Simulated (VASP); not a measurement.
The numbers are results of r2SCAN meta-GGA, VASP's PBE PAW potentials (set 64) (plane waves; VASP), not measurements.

VASP ran on this input.

INCAR:
```
! general
SYSTEM  = Cu
PREC    = Accurate
ENCUT   = 530   ! plane-wave cut-off (eV)
LREAL   = .FALSE.
LASPH   = .TRUE.   ! aspherical one-centre terms

! electronic loop
EDIFF   = 1E-7
NELM    = 100
ALGO    = Normal   ! blocked Davidson
LMAXMIX = 4   ! l cut-off of mixed one-centre charges
LMIXTAU = .TRUE.

! smearing
ISMEAR  = 1
SIGMA   = 0.1

! functional
METAGGA = R2SCAN

! ions
IBRION  = 6   ! finite differences
NSW     = 1   ! most ionic steps
ISIF    = 3   ! ions, shape and volume
POTIM   = 0.015   ! step
NFREE   = 2

! output
LWAVE   = .FALSE.
LCHARG  = .FALSE.
```

### POSCAR
```
Cu
1
    0.0000000000     1.7883426934     1.7883426934
    1.7883426934     0.0000000000     1.7883426934
    1.7883426934     1.7883426934     0.0000000000
Cu
1
Direct
  0.0000000000   0.0000000000   0.0000000000
```

File KPOINTS:
```
Automatic mesh
0
G
16 16 16
0 0 0
```

POTCAR, in this order: Cu (PBE.64 set). Program: vasp_std.

The resulting files:

File OUTCAR:
```
 ion  position               nearest neighbor table
   1  0.000  0.000  0.000-
  LATTYP: Found a face centered cubic cell.
 ALAT       =     3.5766853868
 Subroutine PRICEL returns:
 Original cell was already a primitive cell.
 Subroutine GETGRP returns: Found 48 space group operations
The static configuration has the point symmetry O_h .
The dynamic configuration has the point symmetry O_h .
 Subroutine INISYM returns: Found 48 space group operations
 Subroutine IBZKPT returns following result:
 Found    145 irreducible k-points:

 Following reciprocal coordinates:
            Coordinates               Weight
  0.000000  0.000000  0.000000      1.000000
  0.062500  0.000000  0.000000      8.000000
  0.125000  0.000000  0.000000      8.000000
  0.187500  0.000000  0.000000      8.000000
  0.250000  0.000000  0.000000      8.000000
  0.312500  0.000000  0.000000      8.000000
  0.375000  0.000000  0.000000      8.000000
  0.437500  0.000000  0.000000      8.000000
  0.500000  0.000000  0.000000      4.000000
  0.062500  0.062500  0.000000      6.000000
  0.125000  0.062500  0.000000     24.000000
  0.187500  0.062500  0.000000     24.000000
  0.250000  0.062500  0.000000     24.000000
  0.312500  0.062500  0.000000     24.000000
  0.375000  0.062500  0.000000     24.000000
  0.437500  0.062500  0.000000     24.000000
  0.500000  0.062500  0.000000     24.000000
 -0.437500  0.062500  0.000000     24.000000
 -0.375000  0.062500  0.000000     24.000000
 -0.312500  0.062500  0.000000     24.000000
 -0.250000  0.062500  0.000000     24.000000
 -0.187500  0.062500  0.000000     24.000000
 -0.125000  0.062500  0.000000     24.000000
 -0.062500  0.062500  0.000000     12.000000
  0.125000  0.125000  0.000000      6.000000
  0.187500  0.125000  0.000000     24.000000
  0.250000  0.125000  0.000000     24.000000
  0.312500  0.125000  0.000000     24.000000
  0.375000  0.125000  0.000000     24.000000
  0.437500  0.125000  0.000000     24.000000
  0.500000  0.125000  0.000000     24.000000
 -0.437500  0.125000  0.000000     24.000000
 -0.375000  0.125000  0.000000     24.000000
 -0.312500  0.125000  0.000000     24.000000
 -0.250000  0.125000  0.000000     24.000000
 -0.187500  0.125000  0.000000     24.000000
 -0.125000  0.125000  0.000000     12.000000
  0.187500  0.187500  0.000000      6.000000
  0.250000  0.187500  0.000000     24.000000
  0.312500  0.187500  0.000000     24.000000
 Subroutine IBZKPT_HF returns following result:
   k-points           NKPTS =    145   k-points in BZ     NKDIM =    145   number of bands    NBANDS=      9
   number of dos      NEDOS =    301   number of ions     NIONS =      1
   total plane-waves  NPLWV =   8000
   dimension x,y,z NGX =    20 NGY =   20 NGZ =   20
   dimension x,y,z NGXF=    40 NGYF=   40 NGZF=   40
   ions per type =               1
   PREC   = accura    normal or accurate (medium, high low for compatibility)
   ISTART =      0    job   : 0-new  1-cont  2-samecut
   ICHARG =      2    charge: 1-file 2-atom 10-const
   ISPIN  =      1    spin polarized calculation?
   LNONCOLLINEAR =      F non collinear calculations
   LSORBIT =      F    spin-orbit coupling
   INIWAV =      1    electr: 0-lowe 1-rand  2-diag
   ENCUT  =  530.0 eV  38.95 Ry    6.24 a.u.   4.75  4.75  4.75*2*pi/ulx,y,z
   NELM   =    100;   NELMIN=  2; NELMDL= -5     # of ELM steps
   EDIFF  = 0.1E-06   stopping-criterion for ELM
   LREAL  =      F    real-space projection
   NLSPLINE    = F    spline interpolate recip. space projectors
   LMAXMIX     =    4 max onsite mixed and CHGCAR
...
```

File OSZICAR:
```
...
       N       E                     dE             d eps       ncg     rms          rms(c)
DAV:   1    -0.108588855370E+02   -0.33252E-01   -0.60683E-01 23160   0.103E+01    0.126E+00
DAV:   2    -0.108323792578E+02    0.26506E-01   -0.17230E-02 22147   0.284E+00    0.732E-01
DAV:   3    -0.108236047352E+02    0.87745E-02   -0.15790E-02 25727   0.359E+00    0.722E-02
DAV:   4    -0.108256174531E+02   -0.20127E-02   -0.33505E-03 21530   0.612E-01    0.301E-02
DAV:   5    -0.108256272664E+02   -0.98133E-05   -0.28171E-05 21059   0.733E-02    0.270E-02
DAV:   6    -0.108256344602E+02   -0.71939E-05   -0.10271E-05 21845   0.116E-01    0.847E-03
DAV:   7    -0.108256394585E+02   -0.49982E-05   -0.13975E-05 21315   0.453E-02    0.187E-03
DAV:   8    -0.108256395506E+02   -0.92127E-07   -0.11402E-07 17718   0.378E-03
   9 F= -.10825640E+02 E0= -.10825632E+02  d E =-.234590E-04
       N       E                     dE             d eps       ncg     rms          rms(c)
DAV:   1    -0.108230630496E+02    0.25764E-02   -0.57603E-01 23046   0.102E+01    0.846E-01
DAV:   2    -0.108192664635E+02    0.37966E-02   -0.92892E-03 23332   0.203E+00    0.508E-01
DAV:   3    -0.108218628024E+02   -0.25963E-02   -0.81138E-03 25275   0.266E+00    0.761E-02
DAV:   4    -0.108251748720E+02   -0.33121E-02   -0.23708E-03 21931   0.698E-01    0.300E-02
DAV:   5    -0.108255417970E+02   -0.36692E-03   -0.16109E-04 21586   0.222E-01    0.131E-02
DAV:   6    -0.108254981465E+02    0.43651E-04   -0.96186E-05 20480   0.122E-01    0.542E-03
DAV:   7    -0.108256381766E+02   -0.14003E-03   -0.86892E-06 20905   0.525E-02    0.751E-04
DAV:   8    -0.108255829492E+02    0.55227E-04   -0.13219E-06 20778   0.185E-02    0.251E-04
DAV:   9    -0.108256133402E+02   -0.30391E-04   -0.54236E-07 20514   0.960E-03    0.136E-04
DAV:  10    -0.108256136341E+02   -0.29386E-06   -0.12148E-08 10653   0.160E-03    0.664E-05
DAV:  11    -0.108256145105E+02   -0.87641E-06   -0.54050E-09 10079   0.141E-03    0.500E-05
DAV:  12    -0.108256149718E+02   -0.46129E-06   -0.19301E-09 10024   0.648E-04    0.106E-05
DAV:  13    -0.108256147353E+02    0.23643E-06   -0.27622E-10 10016   0.237E-04    0.400E-06
DAV:  14    -0.108256147188E+02    0.16508E-07   -0.27385E-11 10010   0.979E-05
  10 F= -.10825615E+02 E0= -.10825607E+02  d E =-.234862E-04
       N       E                     dE             d eps       ncg     rms          rms(c)
DAV:   1    -0.108588684464E+02   -0.33254E-01   -0.62017E-01 23650   0.106E+01    0.126E+00
DAV:   2    -0.108323852684E+02    0.26483E-01   -0.17193E-02 22242   0.284E+00    0.732E-01
DAV:   3    -0.108235879419E+02    0.87973E-02   -0.15677E-02 25745   0.360E+00    0.724E-02
DAV:   4    -0.108256002327E+02   -0.20123E-02   -0.32983E-03 21449   0.613E-01    0.303E-02
DAV:   5    -0.108256058582E+02   -0.56255E-05   -0.24222E-05 21170   0.602E-02    0.300E-02
DAV:   6    -0.108256122543E+02   -0.63961E-05   -0.13117E-05 21304   0.126E-01    0.100E-02
DAV:   7    -0.108256224111E+02   -0.10157E-04   -0.14729E-05 21639   0.433E-02    0.165E-03
DAV:   8    -0.108256219415E+02    0.46956E-06   -0.25134E-07 21151   0.686E-03    0.152E-03
DAV:   9    -0.108256227415E+02   -0.79998E-06   -0.24064E-07 19905   0.995E-03    0.696E-04
DAV:  10    -0.108256220981E+02    0.64338E-06   -0.52888E-08 11153   0.674E-03    0.360E-04
DAV:  11    -0.108256222062E+02   -0.10805E-06   -0.99219E-09 10113   0.157E-03    0.237E-04
DAV:  12    -0.108256221214E+02    0.84729E-07   -0.19929E-09 10087   0.797E-04
  11 F= -.10825622E+02 E0= -.10825614E+02  d E =-.235764E-04
       N       E                     dE             d eps       ncg     rms          rms(c)
DAV:   1    -0.108427529372E+02   -0.17131E-01   -0.54732E-01 24577   0.102E+01    0.841E-01
DAV:   2    -0.108299915487E+02    0.12761E-01   -0.72696E-03 22657   0.194E+00    0.508E-01
DAV:   3    -0.108246415157E+02    0.53500E-02   -0.86542E-03 25618   0.283E+00    0.485E-02
DAV:   4    -0.108255885266E+02   -0.94701E-03   -0.19865E-03 21050   0.492E-01    0.257E-02
DAV:   5    -0.108255952662E+02   -0.67396E-05   -0.14528E-04 20956   0.243E-01    0.112E-02
DAV:   6    -0.108256279823E+02   -0.32716E-04   -0.40463E-05 20718   0.979E-02    0.377E-03
DAV:   7    -0.108256139917E+02    0.13991E-04   -0.98531E-06 22298   0.465E-02    0.666E-04
DAV:   8    -0.108256177990E+02   -0.38073E-05   -0.63356E-07 20751   0.137E-02    0.412E-04
DAV:   9    -0.108256155745E+02    0.22245E-05   -0.40431E-07 20693   0.863E-03    0.122E-04
DAV:  10    -0.108256158004E+02   -0.22593E-06   -0.22193E-08 10740   0.196E-03    0.697E-05
DAV:  11    -0.108256158031E+02   -0.26239E-08   -0.22202E-09 10091   0.111E-03
  12 F= -.10825616E+02 E0= -.10825608E+02  d E =-.234717E-04
       N       E                     dE             d eps       ncg     rms          rms(c)
DAV:   1    -0.108588637515E+02   -0.33248E-01   -0.62088E-01 23970   0.106E+01    0.126E+00
DAV:   2    -0.108323778348E+02    0.26486E-01   -0.17189E-02 21951   0.283E+00    0.732E-01
DAV:   3    -0.108235742647E+02    0.88036E-02   -0.15753E-02 25836   0.360E+00    0.717E-02
DAV:   4    -0.108256013008E+02   -0.20270E-02   -0.33246E-03 21525   0.609E-01    0.301E-02
DAV:   5    -0.108256088272E+02   -0.75264E-05   -0.28905E-05 21053   0.765E-02    0.263E-02
DAV:   6    -0.108256137858E+02   -0.49586E-05   -0.86457E-06 22264   0.109E-01    0.879E-03
DAV:   7    -0.108256236621E+02   -0.98763E-05   -0.13845E-05 21461   0.461E-02    0.172E-03
DAV:   8    -0.108256236510E+02    0.11083E-07   -0.10783E-07 17259   0.366E-03
  13 F= -.10825624E+02 E0= -.10825616E+02  d E =-.235959E-04
       N       E                     dE             d eps       ncg     rms          rms(c)
DAV:   1    -0.108204502548E+02    0.51734E-02   -0.15615E+00  2969   0.133E+01    0.572E-01
DAV:   2    -0.108234296663E+02   -0.29794E-02   -0.22864E-02  3604   0.224E+00    0.352E-01
DAV:   3    -0.108219574592E+02    0.14722E-02   -0.10137E-02  2951   0.212E+00    0.211E-02
DAV:   4    -0.108263391656E+02   -0.43817E-02   -0.39263E-03  2777   0.660E-01    0.116E-02
DAV:   5    -0.108265987070E+02   -0.25954E-03   -0.90677E-04  2938   0.287E-01    0.335E-03
DAV:   6    -0.108263202069E+02    0.27850E-03   -0.79613E-04  2695   0.264E-01    0.203E-03
DAV:   7    -0.108263940738E+02   -0.73867E-04   -0.12327E-05  2815   0.445E-02    0.409E-04
DAV:   8    -0.108264072646E+02   -0.13191E-04   -0.11988E-06  2929   0.102E-02    0.108E-04
DAV:   9    -0.108264064334E+02    0.83117E-06   -0.11931E-08  1816   0.185E-03    0.108E-04
DAV:  10    -0.108264075064E+02   -0.10729E-05   -0.20137E-08  1545   0.181E-03    0.197E-05
DAV:  11    -0.108264060067E+02    0.14997E-05   -0.36930E-09  1372   0.904E-04    0.242E-05
DAV:  12    -0.108264058993E+02    0.10742E-06   -0.46653E-10  1345   0.523E-04    0.104E-05
DAV:  13    -0.108264059335E+02   -0.34245E-07   -0.19731E-10  1336   0.223E-04
  14 F= -.10826406E+02 E0= -.10826398E+02  d E =-.224952E-04
       N       E                     dE             d eps       ncg     rms          rms(c)
DAV:   1    -0.108154684343E+02    0.10937E-01   -0.51375E+00  2763   0.232E+01    0.136E-01
DAV:   2    -0.108261703669E+02   -0.10702E-01   -0.59850E-02  2879   0.317E+00    0.927E-02
DAV:   3    -0.108261085270E+02    0.61840E-04   -0.55156E-03  2701   0.916E-01    0.582E-02
DAV:   4    -0.108259980906E+02    0.11044E-03   -0.43208E-04  2887   0.228E-01    0.170E-02
DAV:   5    -0.108263975181E+02   -0.39943E-03   -0.89727E-04  2757   0.287E-01    0.355E-03
DAV:   6    -0.108263984367E+02   -0.91854E-06   -0.58489E-05  2790   0.833E-02    0.371E-03
DAV:   7    -0.108264043736E+02   -0.59369E-05   -0.95012E-06  2869   0.367E-02    0.113E-03
DAV:   8    -0.108264061156E+02   -0.17419E-05   -0.18492E-06  2852   0.160E-02    0.716E-05
DAV:   9    -0.108264058795E+02    0.23605E-06   -0.28446E-07  2768   0.482E-03    0.321E-05
DAV:  10    -0.108264059476E+02   -0.68118E-07   -0.30286E-09  1434   0.744E-04
  15 F= -.10826406E+02 E0= -.10826398E+02  d E =-.225166E-04
```

File OUTCAR:
```
------------------------ aborting loop because EDIFF is reached ----------------------------------------
  FORCE on cell =-STRESS in cart. coord.  units (eV):
  Direction    XX          YY          ZZ          XY          YZ          ZX
  --------------------------------------------------------------------------------------
  Total        0.0583893      0.0583893      0.0583893      0.0000000     -0.0000000     -0.0000000
  in kB        8.1782726      8.1782726      8.1782726      0.0000000     -0.0000000     -0.0000000
  external PRESSURE =       8.1782726 kB  Pullay stress =       0.0000000 kB
  volume of cell :       11.44
      direct lattice vectors                 reciprocal lattice vectors
     0.000000000  1.788342693  1.788342693    -0.279588471  0.279588471  0.279588471
     1.788342693  0.000000000  1.788342693     0.279588471 -0.279588471  0.279588471
     1.788342693  1.788342693  0.000000000     0.279588471  0.279588471 -0.279588471
 POSITION                                       TOTAL-FORCE (eV/Angst)
 -----------------------------------------------------------------------------------
     -0.01500      0.00000      0.00000         0.000000     -0.000000      0.000000
 -----------------------------------------------------------------------------------
    total drift:                                0.000914      0.000011      0.000011
  FREE ENERGIE OF THE ION-ELECTRON SYSTEM (eV)
  ---------------------------------------------------
  free  energy   TOTEN  =       -10.8264059476 eV

  energy  without entropy=      -10.8263834310  energy(sigma->0) =      -10.82639844

   1 f  =    0.000000 THz     0.000000 2PiTHz    0.000000 cm-1     0.000000 meV
             X         Y         Z           dx          dy          dz
      0.000000  0.000000  0.000000     0.980581   -0.196116    0.000000

   2 f  =    0.000000 THz     0.000000 2PiTHz    0.000000 cm-1     0.000000 meV
             X         Y         Z           dx          dy          dz
      0.000000  0.000000  0.000000     0.000000    0.000000    1.000000

   3 f  =    0.000000 THz     0.000000 2PiTHz    0.000000 cm-1     0.000000 meV
             X         Y         Z           dx          dy          dz
      0.000000  0.000000  0.000000    -0.196116   -0.980581    0.000000

 ELASTIC MODULI CONTR FROM IONIC RELAXATION (kBar)
 Direction    XX          YY          ZZ          XY          YZ          ZX
 --------------------------------------------------------------------------------
 XX           0.0000      0.0000      0.0000      0.0000      0.0000      0.0000
 YY           0.0000      0.0000      0.0000      0.0000      0.0000      0.0000
 ZZ           0.0000      0.0000      0.0000      0.0000      0.0000      0.0000
 XY           0.0000      0.0000      0.0000      0.0000      0.0000      0.0000
 YZ           0.0000      0.0000      0.0000      0.0000      0.0000      0.0000
 ZX           0.0000      0.0000      0.0000      0.0000      0.0000      0.0000
 --------------------------------------------------------------------------------

 TOTAL ELASTIC MODULI (kBar)
 Direction    XX          YY          ZZ          XY          YZ          ZX
 --------------------------------------------------------------------------------
 XX        1908.7657   1511.7207   1511.7207      0.0000     -0.0000     -0.0000
 YY        1511.7207   1908.7657   1511.7207      0.0000      0.0000      0.0000
 ZZ        1511.7207   1511.7207   1908.7657     -0.0000      0.0000      0.0000
 XY           0.0000      0.0000     -0.0000    944.9076     -0.0000      0.0000
 YZ          -0.0000      0.0000      0.0000     -0.0000    944.9076      0.0000
 ZX          -0.0000      0.0000      0.0000      0.0000      0.0000    944.9076
 --------------------------------------------------------------------------------
```
(Selected blocks of OUTCAR.)

Finite-difference elastic constants of metals are sensitive to mesh and smearing; shear constants can be off by tens of GPa.

The compound is Cu in the fcc structure. It was relaxed first.
